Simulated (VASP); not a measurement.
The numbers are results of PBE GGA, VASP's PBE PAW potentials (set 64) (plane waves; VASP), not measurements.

VASP ran on this input.

INCAR:
```
SYSTEM = TiB2
PREC = Accurate
ENCUT = 620
EDIFF = 1E-6
NELM = 100
ALGO = Normal
LREAL = .FALSE.
LASPH = .TRUE.
ISMEAR = 1
SIGMA = 0.1
GGA = PE
LMAXMIX = 4
LWAVE = .FALSE.
LCHARG = .FALSE.
IBRION = 2
ISIF = 3
NSW = 40
EDIFFG = -0.02
PSTRESS = 300
```

File KPOINTS:
```
Automatic mesh
0
Gamma
12 12 10
0 0 0
```

POSCAR:
```
TiB2
1
    1.4733027067    -2.5518351796    -0.0000000000
    1.4733027067     2.5518351796     0.0000000000
   -0.0000000000    -0.0000000000     3.0929985807
Ti B
1 2
Direct
  1.0000000000   0.0000000000   0.0000000000
  0.3333330000   0.6666670000   0.5000000000
  0.6666670000   0.3333330000   0.5000000000
```

POTCAR, in this order: Ti_sv B (PBE.64 set). Program: vasp_std.

Output of the run:

**OSZICAR**
```
       N       E                     dE             d eps       ncg     rms          rms(c)
DAV:   1     0.143867924432E+03    0.14387E+03   -0.10474E+04  2964   0.183E+03
DAV:   2    -0.188481277437E+02   -0.16272E+03   -0.15838E+03  2999   0.432E+02
DAV:   3    -0.290468732992E+02   -0.10199E+02   -0.10025E+02  4219   0.101E+02
DAV:   4    -0.294479640940E+02   -0.40109E+00   -0.40053E+00  3818   0.181E+01
DAV:   5    -0.294584310122E+02   -0.10467E-01   -0.10466E-01  4212   0.257E+00    0.194E+01
DAV:   6    -0.241538837296E+02    0.53045E+01   -0.24341E+01  3861   0.623E+01    0.457E+00
DAV:   7    -0.242077837307E+02   -0.53900E-01   -0.13841E+00  3197   0.139E+01    0.396E+00
DAV:   8    -0.242230933080E+02   -0.15310E-01   -0.14449E-01  4484   0.333E+00    0.592E-01
DAV:   9    -0.242199543116E+02    0.31390E-02   -0.35645E-02  3838   0.251E+00    0.244E-01
DAV:  10    -0.242195350411E+02    0.41927E-03   -0.46978E-03  3613   0.105E+00    0.119E-01
DAV:  11    -0.242194450274E+02    0.90014E-04   -0.22370E-04  3716   0.192E-01    0.516E-02
DAV:  12    -0.242194367272E+02    0.83002E-05   -0.59830E-05  3699   0.103E-01    0.101E-02
DAV:  13    -0.242194363454E+02    0.38180E-06   -0.66063E-06  3521   0.353E-02
   1 F= -.19864669E+02 E0= -.19864489E+02  d E =-.198647E+02
```

### OUTCAR
```
------------------------ aborting loop because EDIFF is reached ----------------------------------------
  FORCE on cell =-STRESS in cart. coord.  units (eV):
  Direction    XX          YY          ZZ          XY          YZ          ZX
  --------------------------------------------------------------------------------------
  Total        4.3780137      4.3780139      4.3572756      0.0000000      0.0000000      0.0000000
  in kB      301.6014177    301.6014264    300.1727658      0.0000000      0.0000000      0.0000000
  external PRESSURE =       1.1252033 kB  Pullay stress =     300.0000000 kB
  volume of cell :       23.26
      direct lattice vectors                 reciprocal lattice vectors
     1.473302707 -2.551835180  0.000000000     0.339373570 -0.195937419  0.000000000
     1.473302707  2.551835180  0.000000000     0.339373570  0.195937419  0.000000000
     0.000000000  0.000000000  3.092998581     0.000000000  0.000000000  0.323310850
 POSITION                                       TOTAL-FORCE (eV/Angst)
 -----------------------------------------------------------------------------------
      0.00000      0.00000      0.00000         0.000000     -0.000000     -0.000000
      1.47330      0.85061      1.54650        -0.000000     -0.000000     -0.000000
      1.47330     -0.85061      1.54650         0.000000      0.000000      0.000000
 -----------------------------------------------------------------------------------
    total drift:                               -0.000000      0.000000      0.000000
  FREE ENERGIE OF THE ION-ELECTRON SYSTEM (eV)
  ---------------------------------------------------
  free  energy   TOTEN  =       -24.2194363454 eV

  energy  without entropy=      -24.2188969335  energy(sigma->0) =      -24.21925654
  enthalpy is  TOTEN    =       -19.8646686181 eV   P V=        4.3547677273

 reached required accuracy - stopping structural energy minimisation
```
(Selected blocks of OUTCAR.)

The compound is TiB2 in the AlB2 type structure. It was relaxed first under an external pressure of 30 GPa.
